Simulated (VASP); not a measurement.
These are HSE06 screened hybrid, VASP's PBE PAW potentials (set 64) (plane waves; VASP) values and carry that method's errors.

VASP ran on this input.

### POSCAR
```
C36HSi36
1
    4.6409808260    -8.0384148411     0.0000000000
    4.6409808260     8.0384148411     0.0000000000
    0.0000000000     0.0000000000    10.1276834096
Si C H
36 36 1
Direct
  0.0001925257   0.9996933649   0.0011482274
  0.9996659934   0.9984123176   0.5004199808
  0.2215075603   0.1110324003   0.7518147109
  0.1114748695   0.2209598975   0.2505681297
  0.9997972901   0.3333501515   0.0034170173
  0.9981946181   0.3306298936   0.5013332875
  0.2172017285   0.4438699966   0.7637238549
  0.1123495597   0.5570696168   0.2513372658
  0.0002367517   0.6670512534   0.0013173056
  0.0005566940   0.6673766883   0.5005156186
  0.2216571169   0.7786558180   0.7518782747
  0.1119652881   0.8890794201   0.2510274612
  0.3336828684   0.0003276913   0.0007838785
  0.3345902938   0.0004782101   0.5005154557
  0.5553990354   0.1113326356   0.7517327743
  0.4468106788   0.2216805241   0.2497337633
  0.3337506322   0.3333665146   0.0024357683
  0.3372027885   0.3234891923   0.4930762770
  0.5554039238   0.4441822392   0.7524857376
  0.4462702067   0.5568023996   0.2504669702
  0.3339694509   0.6679687139   0.0027714408
  0.3369580740   0.6773143087   0.4969546133
  0.5554918570   0.7784564768   0.7523023588
  0.4464913201   0.8910080885   0.2505269098
  0.6675650302   0.0005206125   0.0016607238
  0.6683603121   0.0016598867   0.5009687515
  0.8881520955   0.1100912604   0.7527909472
  0.7796141269   0.2230840090   0.2527099921
  0.6676401670   0.3340901643   0.0015231684
  0.6690562053   0.3330105350   0.5008315167
  0.8882055254   0.4451482407   0.7525975993
  0.7788748547   0.5561208698   0.2510591612
  0.6670071671   0.6669447310   0.0010404794
  0.6672637959   0.6669902525   0.4997404203
  0.8883008688   0.7775799071   0.7515388639
  0.7785969817   0.8891821002   0.2510128757
  0.9997866448   0.9999286809   0.8134192787
  0.0005217240   0.9998208006   0.3134253557
  0.2215636145   0.1095944122   0.5618730850
  0.1111713594   0.2220207562   0.0623936562
  0.9966078709   0.3320512975   0.8155980558
  0.0043768981   0.3351007701   0.3157731965
  0.2344171975   0.4527449902   0.5652297308
  0.1114206051   0.5558482867   0.0628017317
  0.9997917066   0.6669394830   0.8135462936
  0.0007536833   0.6669923747   0.3135341104
  0.2221250660   0.7795493909   0.5622049855
  0.1117674942   0.8891695864   0.0621476701
  0.3332442890   0.0006913871   0.8131312995
  0.3344724762   0.0005904751   0.3132875232
  0.5566726991   0.1116751305   0.5625482670
  0.4455311754   0.2224917799   0.0617244734
  0.3317335475   0.3335094157   0.8140788142
  0.3345549588   0.3328638255   0.3102611199
  0.5555701983   0.4429189218   0.5611605028
  0.4447354890   0.5559480262   0.0621638558
  0.3323347474   0.6672617734   0.8147146924
  0.3348552361   0.6682437188   0.3119814861
  0.5563786847   0.7794054764   0.5619447774
  0.4456102604   0.8902690441   0.0622405536
  0.6662899389   0.0001658754   0.8139515159
  0.6684462926   0.0010414375   0.3137492822
  0.8919994915   0.1125503187   0.5633815394
  0.7789286543   0.2229788069   0.0635062391
  0.6661765144   0.3333967066   0.8137061593
  0.6684688784   0.3340467378   0.3136623457
  0.8932473847   0.4449970397   0.5631156903
  0.7781601569   0.5560309020   0.0621800451
  0.6659944437   0.6664974501   0.8131007647
  0.6673118163   0.6669019978   0.3130811760
  0.8880993671   0.7767362661   0.5623544506
  0.7781610415   0.8889938863   0.0621031065
  0.3580151373   0.4930983890   0.6090625883
```

### INCAR
```
LREAL=Auto   # projection in real space or not
EDIFF=1E-5
ISIF=0
LWAVE=F
ISMEAR=0   # Gaussian
NELMIN=4
AEXX=0.25
LHFCALC=T
HFSCREEN=0.2   # 1/Angstrom
NELM=50   # most electronic steps
SIGMA=0.05   # width (eV)
LCHARG=F
ENCUT=400
PREC=Normal
ISYM=0
PRECFOCK=Fast
GGA=PE   # PBE
SYSTEM=C36HSi36
ALGO=Normal   # blocked Davidson
LASPH=T   # aspherical one-centre terms
NELECT=288.0
```

File KPOINTS:
```
K-points
0
gamma
 1 1 1
```

POTCAR, in this order: Si C H (PBE.64 set). Program: vasp_gam. Read from the step before: WAVECAR.

What VASP printed:

### OSZICAR
```
       N       E                     dE             d eps       ncg     rms          rms(c)
DAV:   1    -0.631843433337E+03   -0.63184E+03   -0.11233E+01   362   0.787E+00    0.158E+01
DAV:   2    -0.631920107206E+03   -0.76674E-01   -0.30793E-01   391   0.120E+00    0.114E+01
DAV:   3    -0.631901943278E+03    0.18164E-01   -0.12986E-02   420   0.262E-01    0.671E+00
DAV:   4    -0.631895390255E+03    0.65530E-02   -0.45003E-03   412   0.138E-01    0.387E+00
DAV:   5    -0.631893371004E+03    0.20193E-02   -0.11374E-03   407   0.693E-02    0.221E+00
DAV:   6    -0.631892696324E+03    0.67468E-03   -0.24699E-04   391   0.354E-02    0.126E+00
DAV:   7    -0.631892475345E+03    0.22098E-03   -0.86439E-05   391   0.223E-02    0.720E-01
DAV:   8    -0.631892407101E+03    0.68244E-04   -0.23448E-05   231   0.127E-02    0.417E-01
DAV:   9    -0.631892387083E+03    0.20019E-04   -0.10929E-05   231   0.944E-03    0.236E-01
DAV:  10    -0.631892382267E+03    0.48155E-05   -0.32104E-06   223   0.509E-03
   1 F= -.63189238E+03 E0= -.63189238E+03  d E =-.728883E-13
```

### OUTCAR
```
------------------------ aborting loop because EDIFF is reached ----------------------------------------
  volume of cell :      755.65
      direct lattice vectors                 reciprocal lattice vectors
     4.640980826 -8.038414841  0.000000000     0.107735847 -0.062201318  0.000000000
     4.640980826  8.038414841  0.000000000     0.107735847  0.062201318  0.000000000
     0.000000000  0.000000000 10.127683410     0.000000000  0.000000000  0.098739263
  FREE ENERGIE OF THE ION-ELECTRON SYSTEM (eV)
  ---------------------------------------------------
  free  energy   TOTEN  =      -631.8923822672 eV

  energy  without entropy=     -631.8923822672  energy(sigma->0) =     -631.89238227

  exchange ACFDT corr.  =         0.00000000  see jH, gK, PRB 81, 115126
```
(Selected blocks of OUTCAR.)

### OUTCAR
```
 val. band max:        7.4767947334   @ k =   0.0000   0.0000   0.0000

 cond. band min:      10.9293602451   @ k =   0.0000   0.0000   0.0000


 Fermi energy:         7.7350666369

 k-point     1 :       0.0000    0.0000    0.0000
  band No.  band energies     occupation
      1      -9.6505      2.00000
      2      -8.6137      2.00000
      3      -8.2348      2.00000
      4      -7.9323      2.00000
      5      -7.5573      2.00000
      6      -7.5384      2.00000
      7      -7.4702      2.00000
      8      -7.4609      2.00000
      9      -7.4452      2.00000
     10      -6.8583      2.00000
     11      -6.4086      2.00000
     12      -6.3938      2.00000
     13      -6.3642      2.00000
     14      -6.3445      2.00000
     15      -6.3310      2.00000
     16      -6.2967      2.00000
     17      -6.2863      2.00000
     18      -6.2815      2.00000
     19      -6.2785      2.00000
     20      -6.2659      2.00000
     21      -6.2455      2.00000
     22      -5.7300      2.00000
     23      -4.9841      2.00000
     24      -4.7241      2.00000
     25      -4.7109      2.00000
     26      -4.5864      2.00000
     27      -4.4363      2.00000
     28      -4.4288      2.00000
     29      -4.4244      2.00000
     30      -4.4150      2.00000
     31      -4.3677      2.00000
     32      -4.3041      2.00000
     33      -4.2878      2.00000
     34      -4.2405      2.00000
     35      -4.2298      2.00000
     36      -4.2109      2.00000
     37      -1.9633      2.00000
     38      -1.2366      2.00000
     39      -0.9244      2.00000
     40      -0.7877      2.00000
     41      -0.6329      2.00000
     42      -0.5821      2.00000
     43      -0.5567      2.00000
     44      -0.5244      2.00000
     45      -0.5172      2.00000
     46      -0.5055      2.00000
     47      -0.4829      2.00000
     48      -0.4599      2.00000
     49      -0.4523      2.00000
     50      -0.1687      2.00000
     51       0.1949      2.00000
...
```

The cell is charged, with a uniform compensating background. The supercell is sampled at Γ alone, which is coarse: total energies, pressure and levels can be off, energies of defects by several tenths of an eV.

The cell is a supercell with a defect, built from SiC (4h): H_i, charge +1. The cell's shape comes from a PBE relaxation. The run is not spin-polarised, so no state with unpaired spins was tried.
